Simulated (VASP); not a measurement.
Method: rev-vdW-DF2, VASP's PBE PAW potentials (set 64) (plane waves; VASP 6.6.1).

VASP ran on this input.

**KPOINTS**
```
K-points
0
G
 10 10 10
```

POSCAR:
```
PtAl2
1
    0.0000000000     2.9617590839     2.9617590839
    2.9617590839     0.0000000000     2.9617590839
    2.9617590839     2.9617590839     0.0000000000
Al Pt
2 1
Direct
  0.2500000000   0.2500000000   0.2500000000
  0.7500000000   0.7500000000   0.7500000000
  0.0000000000   0.0000000000   0.0000000000
```

### INCAR
```
# general
SYSTEM  =PtAl2
PREC    =Accurate
ENCUT   =520
LREAL   =.False.
LASPH   =.True.

# electronic loop
EDIFF   =1E-7
NELM    =100
ALGO    =Normal
LMAXMIX =6

# smearing
ISMEAR  =-5

# functional
GGA     =MK
LUSE_VDW=.True.
AGGAC   =0.0
PARAM1  =0.1234568
PARAM2  =0.7114
ZAB_VDW =-1.8867

# ions
ISIF    =2

# output
LWAVE   =.False.
LCHARG  =.True.
LORBIT  =11
NEDOS   =601

# other
LEFG    =.True.
```

POTCAR, in this order: Al Pt (PBE.64 set). Program: vasp_std.

Task: What will the output report for the number of irreducible k-points (NKPTS), largest plane-wave count, number of space-group operations, FFT grid (NGX, NGY, NGZ)?

Result: 
```yaml
number of irreducible k-points (NKPTS): 47
largest_plane_wave_count: 1422
number_of_space_group_operations: 48
FFT grid (NGX, NGY, NGZ): 32 × 32 × 32
```

The compound is PtAl2 in the fluorite structure. It was relaxed first.
